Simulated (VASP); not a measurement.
Calculation: PBE GGA, VASP's PBE PAW potentials (set 64) (plane waves; VASP).

VASP ran on this input.

**POSCAR**
```
Pt
1
    0.0000000000     1.9600000000     1.9600000000
    1.9600000000     0.0000000000     1.9600000000
    1.9600000000     1.9600000000     0.0000000000
Pt
1
Direct
  0.0000000000   0.0000000000   0.0000000000
```

**INCAR**
```
SYSTEM = Pt
PREC = Accurate; ENCUT = 400; LREAL = .False.
LASPH = .True.
EDIFF = 1E-6; NELM = 100; ALGO = Normal
LMAXMIX = 6
ISMEAR = 1; SIGMA = 0.1
GGA = PE
ISIF = 2
LWAVE = .False.; LCHARG = .False.
```

File KPOINTS:
```
Automatic mesh
0
Gamma
12 12 12
0 0 0
```

POTCAR, in this order: Pt (PBE.64 set). Program: vasp_std.

Output

### OSZICAR
```
       N       E                     dE             d eps       ncg     rms          rms(c)
DAV:   1     0.284722175920E+02    0.28472E+02   -0.47698E+03  1416   0.819E+02
DAV:   2    -0.609897366603E+01   -0.34571E+02   -0.32629E+02  1371   0.163E+02
DAV:   3    -0.645381381020E+01   -0.35484E+00   -0.35058E+00  1527   0.162E+01
DAV:   4    -0.645489724299E+01   -0.10834E-02   -0.10834E-02  1487   0.999E-01
DAV:   5    -0.645490431678E+01   -0.70738E-05   -0.70747E-05  1501   0.716E-02    0.130E+01
DAV:   6    -0.612551929373E+01    0.32939E+00   -0.82841E-01  1319   0.837E+00    0.689E+00
DAV:   7    -0.608677425481E+01    0.38745E-01   -0.16895E-01  1386   0.358E+00    0.254E+00
DAV:   8    -0.608336382397E+01    0.34104E-02   -0.11844E-02  1367   0.105E+00    0.623E-01
DAV:   9    -0.608294801471E+01    0.41581E-03   -0.99376E-04  1356   0.302E-01    0.184E-02
DAV:  10    -0.608295447142E+01   -0.64567E-05   -0.63219E-06  1508   0.196E-02    0.514E-03
DAV:  11    -0.608295460625E+01   -0.13483E-06   -0.15038E-07   707   0.394E-03
   1 F= -.60829546E+01 E0= -.60822132E+01  d E =-.222435E-02
```

File OUTCAR:
```
------------------------ aborting loop because EDIFF is reached ----------------------------------------
  FORCE on cell =-STRESS in cart. coord.  units (eV):
  Direction    XX          YY          ZZ          XY          YZ          ZX
  --------------------------------------------------------------------------------------
  Total        0.9491219      0.9491219      0.9491219      0.0000000      0.0000000      0.0000000
  in kB      100.9797677    100.9797677    100.9797677      0.0000000      0.0000000      0.0000000
  external PRESSURE =     100.9797677 kB  Pullay stress =       0.0000000 kB
  volume of cell :       15.06
      direct lattice vectors                 reciprocal lattice vectors
     0.000000000  1.960000000  1.960000000    -0.255102041  0.255102041  0.255102041
     1.960000000  0.000000000  1.960000000     0.255102041 -0.255102041  0.255102041
     1.960000000  1.960000000  0.000000000     0.255102041  0.255102041 -0.255102041
 POSITION                                       TOTAL-FORCE (eV/Angst)
 -----------------------------------------------------------------------------------
      0.00000      0.00000      0.00000        -0.000000     -0.000000     -0.000000
 -----------------------------------------------------------------------------------
    total drift:                                0.000000     -0.000000      0.000000
  FREE ENERGIE OF THE ION-ELECTRON SYSTEM (eV)
  ---------------------------------------------------
  free  energy   TOTEN  =        -6.0829546062 eV

  energy  without entropy=       -6.0807302525  energy(sigma->0) =       -6.08221316
```
(Selected blocks of OUTCAR.)

The compound is Pt in the fcc structure. The cell was not relaxed at this level.
